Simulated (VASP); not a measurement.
Here is the system:

```
Li2S
1.0
    0.00000     2.86086     2.86086
    2.86086     0.00000     2.86086
    2.86086     2.86086     0.00000
Li S
2 1
Direct
  0.25000   0.25000   0.25000
  0.75000   0.75000   0.75000
  0.00000   0.00000   0.00000
```

Computed with PBEsol GGA, VASP's PBE PAW potentials (set 64) (plane waves; VASP). Numerical set-up: 400 eV cut-off, 7×7×7 Γ-centred mesh, Fermi-Dirac smearing of 0.050 eV, potentials Li_sv S.

At this cut-off the stress carries a Pulay error, which pulls relaxed volumes low.

### Question
Predict the energy per atom (σ→0), pressure.

### Answer

```
Property                        Value
---------------------  --------------
energy per atom (σ→0)  -4.143 eV/atom
pressure                    -3.38 GPa
```

The absolute energy has meaning only against runs of the same code, potentials and settings.

The structure is a typed Li2S crystal. The cell was not relaxed at this level.
